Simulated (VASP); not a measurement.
Crystal: InAs.

```xyz
2
Lattice="0.0000 3.0180 3.0180 3.0180 0.0000 3.0180 3.0180 3.0180 0.0000" Properties=species:S:1:pos:R:3 pbc="T T T"
In    0.0000    0.0000    0.0000
As    1.5090    1.5090    1.5090
```

The cell was built by a generator and needn't be a form met in nature.

| Quantity | Value |
| --- | --- |
| Program | VASP 6.6.1 |
| Task | relaxation of cell and atoms |
| Functional | PBE |
| Potentials or basis | VASP PAW PBE potentials, release 64 (In_d, As) |
| Cutoff | 600 eV |
| k mesh | 10 × 10 × 10 |
| Occupations | gaussian, width 0.03 eV |
| Spin | no spin polarisation |

At the start: pressure 4.4 GPa; volume 27.49 Å³/atom.

Q: How do energy, volume and symmetry change on relaxing?

A: Over 3 steps the energy falls by 27.1 meV/atom and the volume is 29.62 Å³/atom (+7.8 %); space group F-43m (No. 216, to 0.05 Å).

The path:
| step | energy change (eV) | largest force (eV/Å) | pressure (GPa) | volume (Å³) |
| --- | --- | --- | --- | --- |
| 1 | 0.0000 | 0.0000 | 4.37 | 54.98 |
| 2 | -0.0455 | 0.0000 | -1.45 | 61.16 |
| 3 | -0.0543 | 0.0000 | 0.03 | 59.24 |

Final structure:
```yaml
crystal:
  lattice:
    - [0.00000, 3.09413, 3.09413]
    - [3.09413, 0.00000, 3.09413]
    - [3.09413, 3.09413, 0.00000]
  atoms:
    - { symbol: In, position: [0.00000, 0.00000, 0.00000] }
    - { symbol: As, position: [0.25000, 0.25000, 0.25000] }
```
